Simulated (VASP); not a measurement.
OSZICAR of a VASP run on TiO2 (rutile):

File OSZICAR:
```
       N       E                     dE             d eps       ncg     rms          rms(c)
DAV:   1     0.672028207418E+03    0.67203E+03   -0.25076E+04  1344   0.198E+03
DAV:   2     0.487329423517E+02   -0.62330E+03   -0.60194E+03  1484   0.574E+02
DAV:   3    -0.669540320413E+02   -0.11569E+03   -0.11143E+03  2060   0.215E+02
DAV:   4    -0.720878031159E+02   -0.51338E+01   -0.51288E+01  1848   0.489E+01
DAV:   5    -0.722944557142E+02   -0.20665E+00   -0.20660E+00  1924   0.785E+00    0.300E+01
DAV:   6    -0.549166253277E+02    0.17378E+02   -0.13255E+02  1628   0.101E+02    0.134E+01
DAV:   7    -0.542142747998E+02    0.70235E+00   -0.25766E+01  1640   0.384E+01    0.751E+00
DAV:   8    -0.539100841638E+02    0.30419E+00   -0.54845E+00  1696   0.199E+01    0.385E+00
DAV:   9    -0.538046418850E+02    0.10544E+00   -0.10995E+00  1744   0.853E+00    0.116E+00
DAV:  10    -0.538175846245E+02   -0.12943E-01   -0.78547E-02  1704   0.238E+00    0.172E-01
DAV:  11    -0.538173288653E+02    0.25576E-03   -0.27753E-03  1848   0.463E-01    0.113E-01
DAV:  12    -0.538172333708E+02    0.95494E-04   -0.10351E-03  1812   0.214E-01    0.287E-02
DAV:  13    -0.538172374769E+02   -0.41061E-05   -0.46039E-05  1736   0.623E-02    0.832E-03
DAV:  14    -0.538172390862E+02   -0.16093E-05   -0.66985E-06  1848   0.222E-02    0.546E-03
DAV:  15    -0.538172390809E+02    0.52805E-08   -0.14934E-06  1612   0.123E-02    0.119E-03
DAV:  16    -0.538172391049E+02   -0.23980E-07   -0.19708E-07  1224   0.330E-03
   1 F= -.53817239E+02 E0= -.53817239E+02  d E =-.538172E+02
       N       E                     dE             d eps       ncg     rms          rms(c)
DAV:   1    -0.538527412833E+02   -0.35502E-01   -0.63059E+00  1348   0.205E+01    0.121E+00
DAV:   2    -0.538465557965E+02    0.61855E-02   -0.20048E-01  1456   0.360E+00    0.777E-01
DAV:   3    -0.538375452745E+02    0.90105E-02   -0.31056E-02  1736   0.145E+00    0.371E-01
DAV:   4    -0.538349816654E+02    0.25636E-02   -0.11971E-02  1688   0.936E-01    0.735E-02
DAV:   5    -0.538349914065E+02   -0.97411E-05   -0.11554E-03  1560   0.301E-01    0.397E-02
DAV:   6    -0.538349834361E+02    0.79704E-05   -0.11685E-04  1988   0.813E-02    0.178E-02
DAV:   7    -0.538349831973E+02    0.23886E-06   -0.38478E-05  1728   0.468E-02    0.667E-03
DAV:   8    -0.538349832098E+02   -0.12495E-07   -0.58039E-06  1700   0.182E-02    0.254E-03
DAV:   9    -0.538349831460E+02    0.63733E-07   -0.35755E-07  1300   0.518E-03
   2 F= -.53834983E+02 E0= -.53834983E+02  d E =-.177440E-01
       N       E                     dE             d eps       ncg     rms          rms(c)
DAV:   1    -0.538415829071E+02   -0.65997E-02   -0.15195E+00  1344   0.101E+01    0.596E-01
DAV:   2    -0.538400236746E+02    0.15592E-02   -0.47655E-02  1480   0.178E+00    0.382E-01
DAV:   3    -0.538378045219E+02    0.22192E-02   -0.69440E-03  1724   0.689E-01    0.170E-01
DAV:   4    -0.538373029981E+02    0.50152E-03   -0.27240E-03  1740   0.442E-01    0.414E-02
DAV:   5    -0.538372955477E+02    0.74505E-05   -0.27964E-04  1588   0.152E-01    0.194E-02
DAV:   6    -0.538372939971E+02    0.15506E-05   -0.26394E-05  2040   0.387E-02    0.756E-03
DAV:   7    -0.538372941962E+02   -0.19915E-06   -0.68780E-06  1748   0.199E-02    0.305E-03
DAV:   8    -0.538372942369E+02   -0.40634E-07   -0.12900E-06  1524   0.835E-03    0.134E-03
DAV:   9    -0.538372942157E+02    0.21157E-07   -0.84877E-08   912   0.304E-03
   3 F= -.53837294E+02 E0= -.53837294E+02  d E =-.200551E-01
```

Which electronic solver shows in the log?

It is blocked Davidson (ALGO = Normal, or the opening steps of other solvers). The INCAR had ALGO = Normal.

Can the final energy be trusted as converged?

The calculation finished and met its thresholds. It stopped with EDIFF = 1E-7, NELM = 100, NSW = 30 and EDIFFG = -0.01 after 3 ionic steps (PW91 GGA, plane waves, VASP's PBE PAW potentials (set 64)).

The compound is TiO2 in the rutile structure. This cell is one point of a volume scan, at 1.06 of the reference volume. Symmetry was kept, so distortions that lower it aren't found.
